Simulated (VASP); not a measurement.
# Sb2Te3O2 (P3m1) in VASP: single point with PBE

Aim: the single point of Sb2Te3O2 with PBE.

Everything below comes from runs of VASP 6.6.1. Logs are shortened: lines on timing, memory, paths and dates and some standing lists are left out, and cuts for length are marked.

## 1. The crystal as given

Symmetry: P3m1, No. 156, trigonal system. The conventional cell has a = 4.012 Å, b = 4.012 Å, c = 11.693 Å, α = 90.00°, β = 90.00°, γ = 120.00°. Sb (site symmetry 3m) is surrounded by 4 O at 2.12 to 2.40 Å. Sb (site symmetry 3m) has 4 O at 2.19 to 2.42 Å as nearest neighbours. Te (site symmetry 3m) is surrounded by 3 Sb at 3.17 Å and 3 Te at 3.23 Å. Around Te (site symmetry 3m) lie 3 Te at 3.19 Å and 3 Sb at 3.23 Å. Te (site symmetry 3m) has 6 Te at 3.19 to 3.23 Å as nearest neighbours. O (site symmetry 3m) has 4 Sb at 2.12 to 2.42 Å as nearest neighbours. O (site symmetry 3m) is surrounded by 4 Sb at 2.19 to 2.40 Å.

The cell was built by a generator and needn't be a form met in nature.

## 2. Single point, PBE

INCAR

```
SYSTEM = Sb2Te3O2
PREC = Normal ; ENCUT = 520
EDIFF = 1E-5 ; ISMEAR = 0
SIGMA = 0.15 ; LREAL = Auto
LASPH = .TRUE. ; NELM = 80
ALGO = Fast ; ISIF = 2
LWAVE = .FALSE. ; LCHARG = .FALSE.
GGA = PE
```

KPOINTS

```
Automatic mesh
0
G
  7 7 2
  0 0 0
```

POSCAR

```
Sb2Te3O2
1.0
    4.0121470000      0.0000000000      0.0000000000
   -4.0121480000      6.9492420000      0.0000000000
    0.0000000000      0.0000000000     11.6933700000
Sb Te O
4 6 4
Direct
    0.0000000000      0.0000000000      0.0063460000
    0.0000000000      0.5000000000      0.0063460000
    0.3333330000      0.3333335000      0.2475350000
    0.3333330000      0.8333335000      0.2475350000
    0.6666670000      0.1666665000      0.4331860000
    0.6666670000      0.6666665000      0.4331860000
    0.6666670000      0.1666665000      0.8141210000
    0.6666670000      0.6666665000      0.8141210000
    0.0000000000      0.0000000000      0.6259890000
    0.0000000000      0.5000000000      0.6259890000
    0.0000000000      0.0000000000      0.1872580000
    0.0000000000      0.5000000000      0.1872580000
    0.3333330000      0.3333335000      0.0606390000
    0.3333330000      0.8333335000      0.0606390000
```

Potentials or basis: VASP PAW PBE potentials, release 64 (Sb, Te, O).

Run with:

```bash
$ cat potpaw_PBE.64/Sb/POTCAR potpaw_PBE.64/Te/POTCAR potpaw_PBE.64/O/POTCAR > POTCAR
$ mpirun -np 1 vasp_std > vasp.out
```

OUTCAR:

```text
SYSTEM = Sb2Te3O2
   PREC = Normal
   ENCUT = 520
   EDIFF = 1E-5
   ISMEAR = 0
   LREAL = Auto
   LASPH = .TRUE.
   NELM = 80
   ISIF = 2
   GGA = PE

 ion  position               nearest neighbor table
   1  0.000  0.000  0.006-  11 2.12  14 2.40  14 2.40  13 2.40   7 3.23   7 3.23   8 3.23   4 3.65
                             4 3.65   3 3.65
   2  0.000  0.500  0.006-  12 2.12  13 2.40  13 2.40  14 2.40   8 3.23   8 3.23   7 3.23   3 3.65
                             3 3.65   4 3.65
   3  0.333  0.333  0.248-  13 2.19  12 2.42  12 2.42  11 2.42   5 3.17   6 3.17   5 3.17   2 3.65
                             2 3.65   1 3.65
   4  0.333  0.833  0.248-  14 2.19  11 2.42  11 2.42  12 2.42   6 3.17   5 3.17   6 3.17   1 3.65
                             1 3.65   2 3.65
   5  0.667  0.167  0.433-   3 3.17   4 3.17   3 3.17   9 3.23   9 3.23  10 3.23
   6  0.667  0.667  0.433-   4 3.17   3 3.17   4 3.17  10 3.23  10 3.23   9 3.23
   7  0.667  0.167  0.814-   9 3.19   9 3.19  10 3.19   1 3.23   1 3.23   2 3.23
   8  0.667  0.667  0.814-  10 3.19  10 3.19   9 3.19   2 3.23   2 3.23   1 3.23
   9  0.000  0.000  0.626-   7 3.19   7 3.19   8 3.19   5 3.23   5 3.23   6 3.23
  10  0.000  0.500  0.626-   8 3.19   8 3.19   7 3.19   6 3.23   6 3.23   5 3.23
  11  0.000  0.000  0.187-   1 2.12   4 2.42   4 2.42   3 2.42
  12  0.000  0.500  0.187-   2 2.12   3 2.42   3 2.42   4 2.42
  13  0.333  0.333  0.061-   3 2.19   2 2.40   2 2.40   1 2.40
  14  0.333  0.833  0.061-   4 2.19   1 2.40   1 2.40   2 2.40

  LATTYP: Found a simple orthorhombic cell.
 ALAT       =     4.0121470000
 B/A-ratio  =     1.7320506951
 C/A-ratio  =     2.9144919167

  Lattice vectors:

 A1 = (   4.0121470000,   0.0000000000,   0.0000000000)
 A2 = (  -0.0000010000,   6.9492420000,   0.0000000000)
 A3 = (   0.0000000000,   0.0000000000,  11.6933700000)

Analysis of symmetry for initial positions (statically):
=====================================================================
 Subroutine PRICEL returns following result:

  LATTYP: Found a hexagonal cell.
 ALAT       =     4.0121470000
 C/A-ratio  =     2.9144919167

  Lattice vectors:

 A1 = (   4.0121470000,   0.0000000000,   0.0000000000)
 A2 = (  -2.0060740000,   3.4746210000,   0.0000000000)
 A3 = (   0.0000000000,   0.0000000000,  11.6933700000)

   2 primitive cells build up your supercell.

 Routine SETGRP: Setting up the symmetry group for a
 simple orthorhombic supercell.

 Subroutine GETGRP returns: Found  2 space group operations
 (whereof  2 operations were pure point group operations)
 out of a pool of  8 trial point group operations.

The static configuration has the point symmetry C_1h.

Analysis of symmetry for dynamics (positions and initial velocities):
=====================================================================
 Subroutine PRICEL returns following result:

  LATTYP: Found a hexagonal cell.
 ALAT       =     4.0121470000
 C/A-ratio  =     2.9144919167

  Lattice vectors:

 A1 = (   4.0121470000,   0.0000000000,   0.0000000000)
 A2 = (  -2.0060740000,   3.4746210000,   0.0000000000)
 A3 = (   0.0000000000,   0.0000000000,  11.6933700000)

   2 primitive cells build up your supercell.

 Routine SETGRP: Setting up the symmetry group for a
 simple orthorhombic supercell.

 Subroutine GETGRP returns: Found  2 space group operations
 (whereof  2 operations were pure point group operations)
 out of a pool of  8 trial point group operations.

The dynamic configuration has the point symmetry C_1h.

 Subroutine INISYM returns: Found  2 space group operations
 (whereof  2 operations are pure point group operations),
 and found     2 'primitive' translations

----------------------------------------------------------------------------------------

                                     Primitive cell

  volume of cell :     163.0136

  direct lattice vectors                    reciprocal lattice vectors
     4.012147000  0.000000000  0.000000000     0.249243111  0.143900622  0.000000000
    -2.006074000  3.474621000  0.000000000     0.000000000  0.287801173  0.000000000
     0.000000000  0.000000000 11.693370000     0.000000000  0.000000000  0.085518546

  length of vectors
     4.012147000  4.012147055 11.693370000     0.287801177  0.287801173  0.085518546

[... 26 lines left out ...]

 Generating k-lattice:

  Cartesian coordinates                     Fractional coordinates (reciprocal lattice)
     0.035606159  0.020557232  0.000000000     0.142857143  0.000000000  0.000000000
     0.000000000  0.020557227  0.000000000     0.000000000  0.142857143  0.000000000
     0.000000000  0.000000000  0.042759273     0.000000000  0.000000000  0.500000000

  Length of vectors
     0.041114454  0.020557227  0.042759273

  Shift w.r.t. Gamma in fractional coordinates (k-lattice)
     0.000000000  0.000000000  0.000000000

 Subroutine IBZKPT returns following result:
 ===========================================

 Found     32 irreducible k-points:

 Following reciprocal coordinates:
            Coordinates               Weight
  0.000000  0.000000  0.000000      1.000000
  0.142857  0.000000  0.000000      4.000000
  0.285714  0.000000  0.000000      4.000000
  0.428571  0.000000  0.000000      4.000000
  0.000000  0.142857  0.000000      2.000000
  0.142857  0.142857  0.000000      4.000000
[... 16 lines left out ...]
  0.285714  0.142857  0.500000      4.000000
 -0.428571  0.142857  0.500000      4.000000
 [... further k-points ...]
   k-points           NKPTS =     32   k-points in BZ     NKDIM =     32   number of bands    NBANDS=     48
   number of dos      NEDOS =    301   number of ions     NIONS =     14
   total plane-waves  NPLWV =  80640
   dimension x,y,z NGX =    24 NGY =   48 NGZ =   70
   dimension x,y,z NGXF=    48 NGYF=   96 NGZF=  140
   ions per type =               4   6   4
   NGX,Y,Z   is equivalent  to a cutoff of   9.94,  9.94,  9.95 a.u.
   NGXF,Y,Z  is equivalent  to a cutoff of  19.89, 19.89, 19.90 a.u.
 SYSTEM =  Sb2Te3O2
   PREC   = normal    normal or accurate (medium, high low for compatibility)
   ISTART =      0    job   : 0-new  1-cont  2-samecut
   ICHARG =      2    charge: 1-file 2-atom 10-const
   ISPIN  =      1    spin polarized calculation?
   LNONCOLLINEAR =      F non collinear calculations
   LSORBIT =      F    spin-orbit coupling
   LASPH  =      T    aspherical Exc in radial PAW
   ENCUT  =  520.0 eV  38.22 Ry    6.18 a.u.   7.46 14.92 21.74*2*pi/ulx,y,z
   NELM   =     80;   NELMIN=  2; NELMDL= -5     # of ELM steps
   EDIFF  = 0.1E-04   stopping-criterion for ELM
   LREAL  =      T    real-space projection
   EDIFFG = 0.1E-03   stopping-criterion for IOM
   NSW    =      0    number of steps for IOM
   IBRION =     -1    ionic relax: 0-MD 1-quasi-New 2-CG
   NFREE  =      0    steps in history (QN), initial steepest desc. (CG)
   ISIF   =      2    stress and relaxation
   ISYM   =      2    0-nonsym 1-usesym 2-fastsym
   POTIM  = 0.5000    time-step for ionic-motion
   TEBEG  =    0.0;   TEEND  =   0.0 temperature during run
   PSTRESS=    0.0 pullay stress
   NELECT =      80.0000    total number of electrons
   NUPDOWN=      -1.0000    fix difference up-down
   EMIN   =  10.00;   EMAX   =-10.00  energy-range for DOS
   EFERMI =   0.00;   METHOD = LEGACY
   ISMEAR =     0;   SIGMA  =   0.15  broadening in eV -4-tet -1-fermi 0-gaus
   EFERMI_NEDOS =   21; number of points for ismear=-14 and -15
   IALGO  =     68    algorithm
   IMIX   =      4    mixing-type and parameters
     AMIX     =   0.40;   BMIX     =  1.00
     AMIX_MAG =   1.60;   BMIX_MAG =  1.00
  volume/ion in A,a.u.               =      23.29       157.15
  Fermi-wavevector in a.u.,A,eV,Ry     =   1.024913  1.936804 14.292184  1.050446
  Thomas-Fermi vector in A             =   2.158725
   LORBIT       =      0    0 simple, 1 ext, 2 COOP (PROOUT), +10 PAW based schemes
   GGA     = PE    functional components
   LHFCALC =     F    Hartree Fock is set to
   AEXX    =    0.0000 exact exchange contribution
   IVDW    =     0    specifies the selected vdW correction
   LEPSILON=     F    determine dielectric tensor
   LRPA    =     F    only Hartree local field effects (RPA)
 non-spin polarized calculation
 RMM-DIIS sequential band-by-band and
 Gauss-broadening in eV      SIGMA  =   0.15
  energy-cutoff  :      520.00
  volume of cell :      326.03
 maximum number of plane-waves:      8810
   NGX = 15   NGY = 29   NGZ = 43

 number of electron      79.9999980 magnetization

 Free energy of the ion-electron system (eV)
  ---------------------------------------------------
  ext. energy  EPLUGINS =         0.00000000
  ---------------------------------------------------
  free energy    TOTEN  =       -60.25358594 eV

  energy without entropy =      -60.16817832  energy(sigma->0) =      -60.21088213

 E-fermi :   7.1867     XC(G=0):  -9.8633

 val. band max:        7.1844456090   @ k =  -0.4286   0.2857   0.5000
 cond. band min:       7.2106245936   @ k =  -0.2857   0.1429   0.0000
 fundamental gap:      0.0261789847
 Fermi energy:         7.1867493759

 k-point     1 :       0.0000    0.0000    0.0000
  band No.  band energies     occupation
      1     -12.7407      2.00000
      2     -12.0422      2.00000
      3     -11.4712      2.00000
      4     -11.0969      2.00000
      5      -6.1331      2.00000
      6      -5.1023      2.00000
[... 1213 lines left out ...]
     47       9.6647      0.00000
     48       9.6979      0.00000

 [... further k-points ...]
[... 5 lines left out ...]
  --------------------------------------------------------------------------------------
  -------------------------------------------------------------------------------------
  Total       -0.0283582      0.2895278      0.4175455     -0.0000000      0.0425477     -0.0000000
  in kB       -0.1393590      1.4228097      2.0519200     -0.0000002      0.2090895     -0.0000000
  external PRESSURE =       1.1117902 kB  Pullay stress =       0.0000000 kB

 VOLUME and BASIS-vectors are now :
 -----------------------------------------------------------------------------
  energy-cutoff  :      520.00
  volume of cell :      326.03
      direct lattice vectors                 reciprocal lattice vectors
     4.012147000  0.000000000  0.000000000     0.249243111  0.143900622  0.000000000
    -4.012148000  6.949242000  0.000000000     0.000000000  0.143900587  0.000000000
     0.000000000  0.000000000 11.693370000     0.000000000  0.000000000  0.085518546

 POSITION                                       TOTAL-FORCE (eV/Angst)
 -----------------------------------------------------------------------------------
      0.00000      0.00000      0.07421        -0.000000      0.000931      0.036960
     -2.00607      3.47462      0.07421        -0.000000      0.000931      0.036960
     -0.00000      2.31642      2.89452        -0.000000      0.001746      0.002641
     -2.00608      5.79104      2.89452        -0.000000      0.001746      0.002641
      2.00608      1.15821      5.06540        -0.000000      0.004644     -0.009571
      0.00000      4.63283      5.06540        -0.000000      0.004644     -0.009571
      2.00608      1.15821      9.51982         0.000000     -0.008327     -0.006874
      0.00000      4.63283      9.51982         0.000000     -0.008327     -0.006874
      0.00000      0.00000      7.31992        -0.000000      0.003346     -0.011153
     -2.00607      3.47462      7.31992        -0.000000      0.003346     -0.011153
      0.00000      0.00000      2.18968         0.000000     -0.010579     -0.046396
     -2.00607      3.47462      2.18968         0.000000     -0.010579     -0.046396
     -0.00000      2.31642      0.70907        -0.000000      0.008239      0.034393
     -2.00608      5.79104      0.70907        -0.000000      0.008239      0.034393
 -----------------------------------------------------------------------------------
    total drift:                                0.003184      0.000063      0.051755

  FREE ENERGIE OF THE ION-ELECTRON SYSTEM (eV)
  ---------------------------------------------------
  free  energy   TOTEN  =       -60.2535859360 eV

  energy  without entropy=      -60.1681783156  energy(sigma->0) =      -60.21088213
```

Run time: 2.5 min. Hardware: 1 thread of Intel Xeon 6975P-C (Granite Rapids), shared host; peak memory 0.46 GiB.

What came out:

```
Free energy            : -60.2536 eV
Pressure               : 0.1 GPa
Largest force          : 0.048 eV/Å
Band gap on the k mesh : none (metal or under the smearing width)
```

Forces on the atoms (eV/Å):
```
Sb   0.000  0.001  0.037
Sb   0.000  0.001  0.037
Sb   0.000  0.002  0.003
Sb   0.000  0.002  0.003
Te   0.000  0.005 -0.010
Te   0.000  0.005 -0.010
Te   0.000 -0.008 -0.007
Te   0.000 -0.008 -0.007
Te   0.000  0.003 -0.011
Te   0.000  0.003 -0.011
O    0.000 -0.011 -0.046
O    0.000 -0.011 -0.046
O    0.000  0.008  0.034
O    0.000  0.008  0.034
```

Stress tensor (GPa, compression positive):
```
-0.01  0.00  0.00
 0.00  0.14  0.02
 0.00  0.02  0.21
```
